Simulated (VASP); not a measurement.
All values below come from PBE GGA, VASP's PBE PAW potentials (set 64) (plane waves; VASP).

VASP input:

**POSCAR**
```
NaI
1
    0.0000000000     3.2350000000     3.2350000000
    3.2350000000     0.0000000000     3.2350000000
    3.2350000000     3.2350000000     0.0000000000
Na I
1 1
Direct
  0.0000000000   0.0000000000   0.0000000000
  0.5000000000   0.5000000000   0.5000000000
```

**KPOINTS**
```
Automatic mesh
0
Monkhorst-Pack
6 6 6
0 0 0
```

INCAR:
```
ALGO = Normal
EDIFF = 1E-6
ENCUT = 400
GGA = PE
ISIF = 2
ISMEAR = 0
LASPH = .TRUE.
LCHARG = .FALSE.
LMAXMIX = 4
LREAL = .FALSE.
LWAVE = .FALSE.
NELM = 100
PREC = Accurate
SIGMA = 0.05
SYSTEM = NaI
```

POTCAR, in this order: Na_pv I (PBE.64 set). Program: vasp_std.

The run wrote:

OUTCAR:
```
 ion  position               nearest neighbor table
   1  0.000  0.000  0.000-
   2  0.500  0.500  0.500-
  LATTYP: Found a face centered cubic cell.
 ALAT       =     6.4700000000
 Subroutine PRICEL returns:
 Original cell was already a primitive cell.
 Subroutine GETGRP returns: Found 48 space group operations
The static configuration has the point symmetry O_h .
The dynamic configuration has the point symmetry O_h .
 Subroutine INISYM returns: Found 48 space group operations
 Subroutine IBZKPT returns following result:
 Found     28 irreducible k-points:

 Following reciprocal coordinates:
            Coordinates               Weight
  0.083333  0.083333  0.083333      8.000000
  0.250000  0.083333  0.083333     24.000000
  0.416667  0.083333  0.083333     24.000000
 -0.416667  0.083333  0.083333     24.000000
 -0.250000  0.083333  0.083333     24.000000
 -0.083333  0.083333  0.083333     24.000000
  0.250000  0.250000  0.083333     24.000000
  0.416667  0.250000  0.083333     48.000000
 -0.416667  0.250000  0.083333     48.000000
...
```

OSZICAR:
```
       N       E                     dE             d eps       ncg     rms          rms(c)
DAV:   1     0.736554379166E+02    0.73655E+02   -0.59982E+03   627   0.942E+02
DAV:   2     0.161928890990E+00   -0.73494E+02   -0.69986E+02   672   0.222E+02
DAV:   3    -0.531027018751E+01   -0.54722E+01   -0.54507E+01   754   0.641E+01
DAV:   4    -0.544823542323E+01   -0.13797E+00   -0.13790E+00   723   0.111E+01
DAV:   5    -0.545233993869E+01   -0.41045E-02   -0.41045E-02   742   0.191E+00    0.164E+00
DAV:   6    -0.539134236954E+01    0.60998E-01   -0.86010E-02   700   0.195E+00    0.113E+00
DAV:   7    -0.538257956963E+01    0.87628E-02   -0.72786E-02   718   0.165E+00    0.591E-01
DAV:   8    -0.538463452335E+01   -0.20550E-02   -0.51777E-03   664   0.695E-01    0.155E-01
DAV:   9    -0.538460081652E+01    0.33707E-04   -0.14313E-04   685   0.131E-01    0.419E-02
DAV:  10    -0.538461487838E+01   -0.14062E-04   -0.39676E-05   715   0.771E-02    0.659E-03
DAV:  11    -0.538461514345E+01   -0.26508E-06   -0.43420E-06   667   0.236E-02
   1 F= -.53846151E+01 E0= -.53846151E+01  d E =-.394411E-11
```

**OUTCAR**
```
------------------------ aborting loop because EDIFF is reached ----------------------------------------
  FORCE on cell =-STRESS in cart. coord.  units (eV):
  Direction    XX          YY          ZZ          XY          YZ          ZX
  --------------------------------------------------------------------------------------
  Total        0.1526251      0.1526251      0.1526251     -0.0000000     -0.0000000     -0.0000000
  in kB        3.6114677      3.6114677      3.6114677     -0.0000000     -0.0000000     -0.0000000
  external PRESSURE =       3.6114677 kB  Pullay stress =       0.0000000 kB
  volume of cell :       67.71
      direct lattice vectors                 reciprocal lattice vectors
     0.000000000  3.235000000  3.235000000    -0.154559505  0.154559505  0.154559505
     3.235000000  0.000000000  3.235000000     0.154559505 -0.154559505  0.154559505
     3.235000000  3.235000000  0.000000000     0.154559505  0.154559505 -0.154559505
  FREE ENERGIE OF THE ION-ELECTRON SYSTEM (eV)
  ---------------------------------------------------
  free  energy   TOTEN  =        -5.3846151435 eV

  energy  without entropy=       -5.3846151434  energy(sigma->0) =       -5.38461514
```
(Selected blocks of OUTCAR.)

The compound is NaI in the rock salt structure. The cell was not relaxed at this level. The run is one of a series of settings (KPOINTS 6×6×6 Monkhorst-Pack mesh against the base run), some of them coarse on purpose.
